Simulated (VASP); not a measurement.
# GW-BSE spectrum of Si3N4, part 3 of 3

What does the electron-hole attraction do to the spectrum of Si3N4? The cell has space group P6_3/m. The start is a cell from a database of measured crystal structures.

VASP 6.6.1, plane waves and PAW; the level of theory is named at each step.

So far, quasiparticle gap on the mesh (eV): step 4 (G0W0) 6.13.

**5. BSE, Tamm-Dancoff**

This step: BSE on G0W0 on r2SCAN; plane waves and PAW (Si_GW, N_GW) (VASP 6.6.1).

The Bethe-Salpeter equation adds the screened attraction of electron and hole to the quasiparticle pairs; ANTIRES = 0 leaves out the coupling to antiresonant pairs.

Input file INCAR:

```
SYSTEM = Si3N4
PREC = Accurate
ENCUT = 450
ISMEAR = 0
SIGMA = 0.01
LREAL = .FALSE.
METAGGA = R2SCAN
LASPH = .TRUE.
NBANDS = 336
ALGO = BSE
NBANDSO = 5
NBANDSV = 4
OMEGAMAX = 25
NEDOS = 1000
CSHIFT = 0.1
PRECFOCK = Fast
LWAVE = .FALSE.
LCHARG = .FALSE.
ENCUTGW = 100
ANTIRES = 0
```

Input file POSCAR:

```
Si3N4
1.0
    7.6044000000      0.0000000000      0.0000000000
   -3.8022000000      6.5856035805      0.0000000000
    0.0000000000      0.0000000000      2.9063000000
Si N
6 8
Direct
    0.7684770000      0.1745570000      0.2500000000
    0.5939200000      0.7684770000      0.7500000000
    0.8254430000      0.5939200000      0.2500000000
    0.2315230000      0.8254430000      0.7500000000
    0.4060800000      0.2315230000      0.2500000000
    0.1745570000      0.4060800000      0.7500000000
    0.0305000000      0.3302400000      0.2500000000
    0.7002600000      0.0305000000      0.7500000000
    0.6697600000      0.7002600000      0.2500000000
    0.9695000000      0.6697600000      0.7500000000
    0.2997400000      0.9695000000      0.2500000000
    0.3302400000      0.2997400000      0.7500000000
    0.6666666667      0.3333333333      0.2500000000
    0.3333333333      0.6666666667      0.7500000000
```

Input file KPOINTS:

```
Automatic mesh
0
Gamma
3 3 6
0 0 0
```

The projector-augmented-wave data sets are Si_GW and N_GW (PBE family, release 64).

The run is started by

```sh
> mpirun -np 8 vasp_std
```

What it wrote:

```text
[banner, memory and clock lines left out]
running    8 mpi-ranks, on    1 nodes
 distrk:  each k-point on    8 cores,    1 groups
 distr:  one band on    1 cores,    8 groups

 POSCAR found type information on POSCAR SiN
 POSCAR found :  2 types and      14 ions
|                                                                             |
|           W    W    AA    RRRRR   N    N  II  N    N   GGGG   !!!           |
|           W    W   A  A   R    R  NN   N  II  NN   N  G    G  !!!           |
|           W    W  A    A  R    R  N N  N  II  N N  N  G       !!!           |
|           W WW W  AAAAAA  RRRRR   N  N N  II  N  N N  G  GGG   !            |
|           WW  WW  A    A  R   R   N   NN  II  N   NN  G    G                |
|           W    W  A    A  R    R  N    N  II  N    N   GGGG   !!!           |
|                                                                             |
|     For optimal performance we recommend to set                             |
|       NCORE = 2 up to number-of-cores-per-socket                            |
|     NCORE specifies how many cores store one orbital (NPAR=cpu/NCORE).      |
|     This setting can greatly improve the performance of VASP for DFT.       |
|     The default, NCORE=1 might be grossly inefficient on modern             |
|     multi-core architectures or massively parallel machines. Do your        |
|     Unfortunately you need to use the default for GW and RPA                |
|     calculations (for HF NCORE is supported but not extensively tested      |
|     yet).                                                                   |
|                                                                             |

|                                                                             |
|               ----> ADVICE to this user running VASP <----                  |
|                                                                             |
|     You enforced a specific xc type in the INCAR file but a different       |
|     [... a line on the potential file left out ...]
|     I HOPE YOU KNOW WHAT YOU ARE DOING!                                     |
|                                                                             |

|                                                                             |
|           W    W    AA    RRRRR   N    N  II  N    N   GGGG   !!!           |
|           W    W   A  A   R    R  NN   N  II  NN   N  G    G  !!!           |
|           W    W  A    A  R    R  N N  N  II  N N  N  G       !!!           |
|           W WW W  AAAAAA  RRRRR   N  N N  II  N  N N  G  GGG   !            |
|           WW  WW  A    A  R   R   N   NN  II  N   NN  G    G                |
|           W    W  A    A  R    R  N    N  II  N    N   GGGG   !!!           |
|                                                                             |
|     The default for ENCUTGWSOFT is different in this version of VASP.       |
|     please manually set ENCUTGWSOFT =100 in the INCAR file.                 |
|                                                                             |

 LDA part: xc-table for (None), standard interpolation
 found WAVECAR, reading the header
 POSCAR, INCAR and KPOINTS ok, starting setup
 FFT: planning ... GRIDC
 FFT: planning ... GRID_SOFT
 FFT: planning ... GRID
 reading WAVECAR
 the WAVECAR file was read successfully
 initial charge from wavefunction
 available memory per node:     32.72 GB, setting MAXMEM to     33506

 The Fermi energy was updated, please check that it is located mid-gap
 values below the HOMO (VB) or above the LUMO (CB) will cause erroneous energies
 E-fermi :   8.8088

 the WAVEDER file was read successfully
 responsefunction array rank=     344

 min. memory requirement per mpi rank    221.9 MB, per node   1775.0 MB

 Doing            0  frequencies on each core in blocks of            0
 Found all WFULLXXXX.tmp files
 reading now WFULL0001.tmp
 reading now WFULL0002.tmp
 reading now WFULL0003.tmp
 reading now WFULL0004.tmp
 reading now WFULL0005.tmp
 reading now WFULL0006.tmp
 reading now WFULL0007.tmp
 reading now WFULL0008.tmp
 reading now WFULL0009.tmp
 reading now WFULL0010.tmp
 reading now WFULL0011.tmp
 reading now WFULL0012.tmp
 parallelization over k-points
 Using distributed matrix
 Using distributed eigensolver
 allocating two-electron 4 orbital integral table    5    4    5    4
 BSE setting up matrix
 available memory per node:     32.52 GB, setting MAXMEM to     33302
 Calculate matrix elements of the BSE Hamiltonian:
 Workload is divided into blocks of two-electron 4 orbital integrals computed in
  parallel.
 Each block/integral has dimensions  of (   5,   4,   5,   4) orbitals
 Total number of blocks/integrals:                 1485
 Number of spins:                                     1
 Number of kpoints:                                  54
 Spin channel:                                        1
  Number of blocks of unoccupied bands:               1
  Number of blocks of occupied bands:                 1
 Number of rows/columns of blocks:                   54

                                                        Time (sec)
               Integrals                 Ranks       Real         CPU
  [         1 -        432/      1485]     8         0.91        0.00
  [       433 -        864/      1485]     8         1.82        0.00
  [       865 -       1296/      1485]     8         2.73        0.00
  [      1297 -       1485/      1485]     8         3.20        0.00

 BSE redistributing all elements
 BSE diagonalizing matrix PDSYEVX_ZHEEVX_DESC
 BSE calculating oscillator strength
```

The job ended after 5.8 s (8 MPI ranks of AMD EPYC 9R45, shared host; peak memory 3 GiB).

OUTCAR, selected parts (step 5):

```text
   NELECT =      64.0000    total number of electrons

 E-fermi :   8.8088

[... 9 parts as in an earlier step ...]

[... 1 further part left out ...]
```

Numbers from this step:

```
lowest excitation                     : 5.747 eV
direct gap less the lowest excitation : 0.6462 eV
```

The imaginary dielectric function has structure finer than the step of the table below, so its rows give means over 1 eV, whole bins alone (the curve runs from 0 to 25 eV). Peaks (eV: height): xx 7.1: 2.01, 7.5: 1.51, 8.1: 2.00, 8.9: 1.94; yy 7.1: 2.02, 7.5: 1.51, 8.1: 1.98, 8.9: 2.00; zz 7.4: 1.46, 7.9: 1.88, 8.5: 1.58.

From 5 filled and 4 empty bands alone, without any pair above OMEGAMAX = 25 eV, so strength is missing wherever others contribute; lines are broadened by CSHIFT, which also makes the tail under the first line. Table of imaginary dielectric function by photon energy; means over each step:

| photon energy (eV) | xx | yy | zz |
| --- | --- | --- | --- |
| 1 | 0.00122 | 0.00123 | 7.8e-4 |
| 2 | 0.00274 | 0.00275 | 0.00173 |
| 3 | 0.00501 | 0.00504 | 0.00315 |
| 4 | 0.00927 | 0.00935 | 0.00585 |
| 5 | 0.0204 | 0.0205 | 0.0144 |
| 6 | 0.124 | 0.125 | 0.136 |
| 7 | 1.25 | 1.25 | 0.477 |
| 8 | 1.58 | 1.58 | 1.44 |
| 9 | 1.21 | 1.26 | 0.662 |
| 10 | 0.0977 | 0.0991 | 0.0474 |
| 11 | 0.0198 | 0.0202 | 0.0119 |
| 12 | 0.00963 | 0.00981 | 0.00602 |
| 13 | 0.00574 | 0.00584 | 0.00366 |
| 14 | 0.00380 | 0.00387 | 0.00243 |
| 15 | 0.00270 | 0.00274 | 0.00174 |
| 16 | 0.00201 | 0.00203 | 0.00129 |
| 17 | 0.00154 | 0.00156 | 9.9e-4 |
| 18 | 0.00122 | 0.00124 | 7.8e-4 |
| 19 | 9.8e-4 | 1.0e-3 | 6.4e-4 |
| 20 | 8.1e-4 | 8.2e-4 | 5.2e-4 |
| 21 | 6.6e-4 | 6.8e-4 | 4.3e-4 |
| 22 | 5.6e-4 | 5.8e-4 | 3.8e-4 |
| 23 | 4.9e-4 | 5.0e-4 | 3.0e-4 |
| 24 | 4.0e-4 | 4.0e-4 | 2.9e-4 |

Some of the lowest 40 states alone, with states under 2.5 meV apart joined, scaled to the strongest line shown. Exciton lines, with heights relative to the strongest:

| position (eV) | lines merged | oscillator strength |
| --- | --- | --- |
| 5.747 | 1 | 24 |
| 5.987 | 1 | 0.0 |
| 5.994 | 1 | 0.0 |
| 6.010 | 2 | 0.0 |
| 6.059 | 1 | 0.0 |
| 6.069 | 2 | 0.4 |
| 6.073 | 1 | 8.9 |
| 6.220 | 1 | 8.4 |
| 6.228 | 2 | 0.0 |
| 6.241 | 3 | 0.0 |
| 6.257 | 1 | 0.0 |
| 6.271 | 1 | 0.0 |
| 6.298 | 2 | 0.0 |
| 6.311 | 1 | 0.0 |
| 6.357 | 1 | 100 |
| 6.372 | 2 | 0.0 |
| 6.398 | 2 | 0.0 |
| 6.412 | 1 | 1.4 |
| 6.422 | 1 | 0.0 |
| 6.440 | 2 | 0.0 |
| 6.476 | 2 | 0.0 |

The lowest excitation lies at 5.747 eV, -646 meV against the direct gap of these orbitals. No second mesh in this session tests these energies, peaks and heights.

**6. Without the electron-hole attraction**

This step: BSE on G0W0 on r2SCAN, without the electron-hole attraction; plane waves and PAW (Si_GW, N_GW) (VASP 6.6.1).

LADDER = .FALSE. removes the attraction and keeps the local fields, which shows what the attraction does.

INCAR, as its differences from that of step 5:

```diff
@@ -20 +20,2 @@
 ANTIRES = 0
+LADDER = .FALSE.
```

POSCAR is that of step 5.

KPOINTS is that of step 5.

The run is started by

```sh
> mpirun -np 8 vasp_std
```

What it wrote:

```text
[banner, memory and clock lines left out]
 LDA part: xc-table for (None), standard interpolation
 found WAVECAR, reading the header
 POSCAR, INCAR and KPOINTS ok, starting setup
 FFT: planning ... GRIDC
 FFT: planning ... GRID_SOFT
 FFT: planning ... GRID
 reading WAVECAR
 the WAVECAR file was read successfully
 initial charge from wavefunction
 available memory per node:     32.57 GB, setting MAXMEM to     33354

 Doing            0  frequencies on each core in blocks of            0
 parallelization over k-points
 Using distributed matrix
 Using distributed eigensolver
 allocating two-electron 4 orbital integral table    5    4    5    4
 BSE setting up matrix
 available memory per node:     32.49 GB, setting MAXMEM to     33266
 Calculate matrix elements of the BSE Hamiltonian:
 Workload is divided into blocks of two-electron 4 orbital integrals computed in
  parallel.
 Each block/integral has dimensions  of (   5,   4,   5,   4) orbitals
 Total number of blocks/integrals:                 1485
 Number of spins:                                     1
 Number of kpoints:                                  54
 Spin channel:                                        1
  Number of blocks of unoccupied bands:               1
  Number of blocks of occupied bands:                 1
 Number of rows/columns of blocks:                   54

                                                        Time (sec)
               Integrals                 Ranks       Real         CPU
  [         1 -        432/      1485]     8         0.53        0.00
  [       433 -        864/      1485]     8         1.04        0.00
  [       865 -       1296/      1485]     8         1.56        0.00
  [      1297 -       1485/      1485]     8         1.83        0.00

[... 8 parts as in an earlier step ...]
```

The job ended after 4.4 s (8 MPI ranks; peak memory 2.3 GiB).

From OUTCAR (step 6):

```text
   NELECT =      64.0000    total number of electrons

 E-fermi :   8.8088

[... 9 parts as in an earlier step ...]

[... 1 further part left out ...]
```

This step gave:

```
lowest excitation : 6.394 eV
```

The imaginary dielectric function has structure finer than the step of the table below, so its rows give means over 1 eV, whole bins alone (the curve runs from 0 to 25 eV). Peaks (eV: height): xx 8.8: 1.74, 9.5: 2.09; yy 8.8: 1.74, 9.1: 1.94, 9.5: 2.08; zz 9.3: 2.27.

From 5 filled and 4 empty bands alone, without any pair above OMEGAMAX = 25 eV, so strength is missing wherever others contribute; lines are broadened by CSHIFT, which also makes the tail under the first line. Imaginary dielectric function against photon energy; means over each step:

| photon energy (eV) | xx | yy | zz |
| --- | --- | --- | --- |
| 1 | 8.5e-4 | 8.6e-4 | 5.5e-4 |
| 2 | 0.00186 | 0.00188 | 0.00120 |
| 3 | 0.00322 | 0.00324 | 0.00210 |
| 4 | 0.00544 | 0.00550 | 0.00358 |
| 5 | 0.00978 | 0.00983 | 0.00659 |
| 6 | 0.0215 | 0.0216 | 0.0228 |
| 7 | 0.179 | 0.179 | 0.164 |
| 8 | 1.19 | 1.19 | 0.411 |
| 9 | 1.71 | 1.70 | 1.74 |
| 10 | 1.14 | 1.20 | 0.409 |
| 11 | 0.0545 | 0.0568 | 0.0285 |
| 12 | 0.0177 | 0.0182 | 0.0106 |
| 13 | 0.00908 | 0.00928 | 0.00563 |
| 14 | 0.00554 | 0.00566 | 0.00348 |
| 15 | 0.00371 | 0.00379 | 0.00236 |
| 16 | 0.00266 | 0.00270 | 0.00169 |
| 17 | 0.00199 | 0.00203 | 0.00127 |
| 18 | 0.00154 | 0.00156 | 9.9e-4 |
| 19 | 0.00122 | 0.00124 | 7.8e-4 |
| 20 | 9.9e-4 | 0.00100 | 6.4e-4 |
| 21 | 8.2e-4 | 8.3e-4 | 5.2e-4 |
| 22 | 6.8e-4 | 6.8e-4 | 4.3e-4 |
| 23 | 5.8e-4 | 5.9e-4 | 3.8e-4 |
| 24 | 5.0e-4 | 5.0e-4 | 3.0e-4 |

The lowest excitation lies at 6.394 eV, +647 meV against the Tamm-Dancoff singlet. No second mesh in this session tests these energies, peaks and heights.

**7. Independent quasiparticles**

This step: BSE on G0W0 on r2SCAN, independent quasiparticles; plane waves and PAW (Si_GW, N_GW) (VASP 6.6.1).

With LADDER and LHARTREE off the pairs don't interact at all, so the lowest line must equal the direct gap.

INCAR, as its differences from that of step 6:

```diff
@@ -21 +21,2 @@
 LADDER = .FALSE.
+LHARTREE = .FALSE.
```

POSCAR is that of step 6.

KPOINTS is that of step 6.

The run is started by

```sh
> mpirun -np 8 vasp_std
```

What it wrote:

```text
[banner, memory and clock lines left out]
 LDA part: xc-table for (None), standard interpolation
 found WAVECAR, reading the header
 POSCAR, INCAR and KPOINTS ok, starting setup
 FFT: planning ... GRIDC
 FFT: planning ... GRID_SOFT
 FFT: planning ... GRID
 reading WAVECAR
 the WAVECAR file was read successfully
 initial charge from wavefunction
 available memory per node:     32.53 GB, setting MAXMEM to     33315

 Doing            0  frequencies on each core in blocks of            0
 parallelization over k-points
 Using distributed matrix
 Using distributed eigensolver
 allocating two-electron 4 orbital integral table    5    4    5    4
 BSE setting up matrix
 available memory per node:     32.42 GB, setting MAXMEM to     33198
 Calculate matrix elements of the BSE Hamiltonian:
 Workload is divided into blocks of two-electron 4 orbital integrals computed in
  parallel.
 Each block/integral has dimensions  of (   5,   4,   5,   4) orbitals
 Total number of blocks/integrals:                 1485
 Number of spins:                                     1
 Number of kpoints:                                  54
 Spin channel:                                        1
  Number of blocks of unoccupied bands:               1
  Number of blocks of occupied bands:                 1
 Number of rows/columns of blocks:                   54

                                                        Time (sec)
               Integrals                 Ranks       Real         CPU
  [         1 -        432/      1485]     8         0.07        0.00
  [       433 -        864/      1485]     8         0.14        0.00
  [       865 -       1296/      1485]     8         0.21        0.00
  [      1297 -       1485/      1485]     8         0.25        0.00

[... 8 parts as in an earlier step ...]
```

Wall time 2.8 s (8 MPI ranks); peak memory 2.3 GiB.

Parts of OUTCAR (step 7):

```text
   NELECT =      64.0000    total number of electrons

 E-fermi :   8.8088

[... 9 parts as in an earlier step ...]

[... 1 further part left out ...]
```

Numbers from this step:

```yaml
lowest_excitation: 6.393 eV
```

The imaginary dielectric function has structure finer than the step of the table below, so its rows give means over 1 eV, whole bins alone (the curve runs from 0 to 25 eV). Peaks (eV: height): xx 8.8: 1.82, 9.5: 2.26; yy 8.8: 1.81, 9.5: 2.27; zz 9.2: 2.16.

From 5 filled and 4 empty bands alone, without any pair above OMEGAMAX = 25 eV, so strength is missing wherever others contribute; lines are broadened by CSHIFT, which also makes the tail under the first line. Imaginary dielectric function against photon energy; means over each step:

| photon energy (eV) | xx | yy | zz |
| --- | --- | --- | --- |
| 1 | 8.8e-4 | 8.9e-4 | 5.6e-4 |
| 2 | 0.00191 | 0.00193 | 0.00121 |
| 3 | 0.00334 | 0.00336 | 0.00213 |
| 4 | 0.00567 | 0.00571 | 0.00360 |
| 5 | 0.0103 | 0.0104 | 0.00670 |
| 6 | 0.0232 | 0.0233 | 0.0232 |
| 7 | 0.209 | 0.209 | 0.167 |
| 8 | 1.32 | 1.32 | 0.452 |
| 9 | 1.71 | 1.70 | 1.73 |
| 10 | 0.978 | 1.04 | 0.379 |
| 11 | 0.0495 | 0.0515 | 0.0276 |
| 12 | 0.0167 | 0.0172 | 0.0103 |
| 13 | 0.00868 | 0.00889 | 0.00554 |
| 14 | 0.00535 | 0.00546 | 0.00344 |
| 15 | 0.00362 | 0.00368 | 0.00233 |
| 16 | 0.00259 | 0.00265 | 0.00168 |
| 17 | 0.00195 | 0.00198 | 0.00126 |
| 18 | 0.00151 | 0.00153 | 9.8e-4 |
| 19 | 0.00119 | 0.00122 | 7.7e-4 |
| 20 | 9.7e-4 | 9.8e-4 | 6.3e-4 |
| 21 | 8.0e-4 | 8.1e-4 | 5.2e-4 |
| 22 | 6.6e-4 | 6.8e-4 | 4.3e-4 |
| 23 | 5.6e-4 | 5.8e-4 | 3.8e-4 |
| 24 | 4.9e-4 | 5.0e-4 | 3.0e-4 |

The lowest excitation lies at 6.393 eV, +646 meV against the Tamm-Dancoff singlet. No second mesh in this session tests these energies, peaks and heights.

**8. Summary**

This step: BSE on G0W0 on r2SCAN; plane waves and PAW (VASP 6.6.1).

Derived from the runs above.

Cost is wall time times ranks on a shared host, for this step alone, without the steps before it. Excitations by level:

| level | first excitation (eV) | cost (core minutes) |
| --- | --- | --- |
| BSE, Tamm-Dancoff | 5.747 | 0.77 |
| without the electron-hole attraction | 6.394 | 0.59 |
| independent quasiparticles | 6.393 | 0.37 |

**9. Results**

- BSE, Tamm-Dancoff: lowest vertical excitation 5.747 eV; direct gap 6.393 eV
- without the electron-hole attraction: lowest vertical excitation 6.394 eV; direct gap 6.393 eV
- independent quasiparticles: lowest vertical excitation 6.393 eV; direct gap 6.393 eV

**Reading.** The Bethe-Salpeter equation puts the lowest vertical singlet excitation at 5.747 eV, 0.65 eV below the direct gap of 6.393 eV; the states within 10 meV of it carry 11 % of the strength of the strongest such group among the lowest 40 states. The attraction moves the centre of weight of eps2 xx over the computed range by -0.94 eV against the run without the attraction. The spectra were run on one mesh, so the distance from the gap isn't shown to be converged; coarse meshes tend to overstate it. Bands, response cutoff and mesh of the GW step weren't tested in this session. Only vertical pairs enter; the least gap on the mesh is indirect, 6.128 eV, and its phonon-assisted absorption is absent. Only the bands set by NBANDSO and NBANDSV form pairs, and any pair above OMEGAMAX = 25 eV is dropped, so the spectrum is that of this window; the window can cut degenerate bands, and the ratio of directions in the curves is that of the window, not of the crystal. Not tabulated here, as repeats of values shown or as unfit to read for their mesh, reference level or band range: eps2 curves (empty bands); eps1 curves and static values (BSE, empty bands, independent quasiparticles, without the electron-hole attraction); line lists of runs without attraction (independent quasiparticles, without the electron-hole attraction).

[Lines on the potential files, build, host, timing and source positions are cut from VASP's logs without a mark.]

[Logs are printed without paths, hosts, clocks, repeated set-up lines and the standing remarks that a program may print on its own settings, such as how far it seeks lower states.]

[Hosts, paths, dates, database ids (printed as entryN), source tags and the programs' standing remarks are cut or masked in the printed files.]

[Pressures printed for these runs are not shown converged in the cutoff: they can be off by several GPa and have the wrong sign.]
